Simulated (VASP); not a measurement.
**Mg2ZnO3 (space group P-3m1): computed properties**

All values below come from r2SCAN meta-GGA, VASP's PBE PAW potentials (set 64) (plane waves; VASP).

```yaml
space_group: P-3m1 (164)
cell: a = b = 2.9886 Å, c = 7.3034 Å, α = β = 90.00°, γ = 120.00°
volume_per_atom: 9.42 Å^3/atom
band gap (over mesh and band path): 3.89 eV
smallest direct gap (over mesh and band path): 3.98 eV
band_edge_character_without_spin_orbit_coupling: indirect, A to Γ
band_gap_with_spin_orbit_coupling: 3.88 eV
density: 4.76 g/cm³
mean ε∞ (independent particles): 3.34
```

```cif
data_Mg2O3Zn
_chemical_formula_sum 'Mg2 Zn1 O3'
_space_group_name_H-M_alt 'P 1'
_space_group_IT_number 1
_cell_length_a 2.98861
_cell_length_b 2.98861
_cell_length_c 7.30344
_cell_angle_alpha 90.000
_cell_angle_beta 90.000
_cell_angle_gamma 120.000
loop_
_space_group_symop_operation_xyz
  'x, y, z'
loop_
_atom_site_label
_atom_site_type_symbol
_atom_site_fract_x
_atom_site_fract_y
_atom_site_fract_z
_atom_site_occupancy
Mg1 Mg 0.33333 0.66667 0.66564 1
Mg2 Mg 0.66667 0.33333 0.33436 1
Zn1 Zn 0.00000 0.00000 0.00000 1
O1 O 0.33333 0.66667 0.17259 1
O2 O 0.66667 0.33333 0.82741 1
O3 O 0.00000 0.00000 0.50000 1
```

The structure comes from a computed database's Mg2ZnO3 entry (P-3m1); how it stands against other phases isn't given here. It was relaxed first. Symmetry was kept, so distortions that lower it aren't found.
